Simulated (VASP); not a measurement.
Input:

```xyz
4
Lattice="4.2998 0.0000 0.0000 -2.1499 3.7237 0.0000 0.0000 0.0000 7.0494" Properties=species:S:1:pos:R:3 pbc="T T T"
In     0.0000     2.4825     7.0492
In     2.1499     1.2412     3.5245
As     0.0000     2.4825     2.6437
As     2.1499     1.2412     6.1684
```

Calculation: PBEsol GGA, VASP's PBE PAW potentials (set 64) (plane waves; VASP 6.6.1). Settings: 500 eV cut-off, 8×8×5 Γ-centred mesh, first-order Methfessel-Paxton smearing of 0.10 eV, potentials In_d As.

Unless said otherwise, spin-orbit coupling is left out, though it shifts the bands of the heavy elements here.

Problem. Estimate the energy per atom (σ→0), band gap (on the k-mesh) with the smallest direct gap where there is one.

Solution. 
The band gap (on the k-mesh) is none (metal, semimetal or under 0.01 eV) and the energy per atom (σ→0) is -4.236 eV/atom.

Only differences to runs with the same potentials and settings are physical.

The structure was generated: InAs was put into the wurtzite type (P6_3mc), which need not be its known phase. It was relaxed first.
